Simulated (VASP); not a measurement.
The system is V3O.

```
V O
1.0
     3.69249    0.00000    0.00000
     0.00000    3.69249    0.00000
     0.00000    0.00000    3.69249
V O
3 1
Direct
  0.50000 0.00000 0.50000
  0.00000 0.50000 0.50000
  0.50000 0.50000 0.00000
  0.00000 0.00000 0.00000
```

The cell was built by a generator and needn't be a form met in nature.

The cell isn't the ideal one: species swapped into the NbZn3 type (Pm-3m, No. 221).

```yaml
Program: VASP 6.6.1
Task: relaxation of cell and atoms
Functional: PBE
Potentials_or_basis: VASP PAW PBE potentials, release 64 (V_sv, O)
Cutoff: 600 eV
k_mesh: 6 × 6 × 6
Occupations: gaussian, width 0.1 eV
Spin: collinear spin, typed start
Starting_moments: "[2.0, 2.0, 2.0, 0.0] μB"
```

At the start: pressure -9.1 GPa; volume 12.59 Å³/atom.

**Question.** Where does the relaxation end?

**Answer.** Over 3 steps the energy falls by 24.4 meV/atom and the volume is 11.78 Å³/atom (-6.4 %); space group Pm-3m (No. 221, to 0.05 Å); moment 0.00 μB per cell.

The path:
```
step  energy change (eV)  largest force (eV/Å)  pressure (GPa)  volume (Å³)
   1              0.0000                0.0000           -9.15        50.35
   2             -0.0610                0.0000            6.70        45.29
   3             -0.0977                0.0000           -0.07        47.11
```

Final structure:
```yaml
crystal:
  lattice:
    - [3.61172, 0.00000, 0.00000]
    - [0.00000, 3.61172, 0.00000]
    - [0.00000, 0.00000, 3.61172]
  atoms:
    - { symbol: V, position: [0.50000, 0.00000, 0.50000] }
    - { symbol: V, position: [0.00000, 0.50000, 0.50000] }
    - { symbol: V, position: [0.50000, 0.50000, 0.00000] }
    - { symbol: O, position: [0.00000, 0.00000, 0.00000] }
```
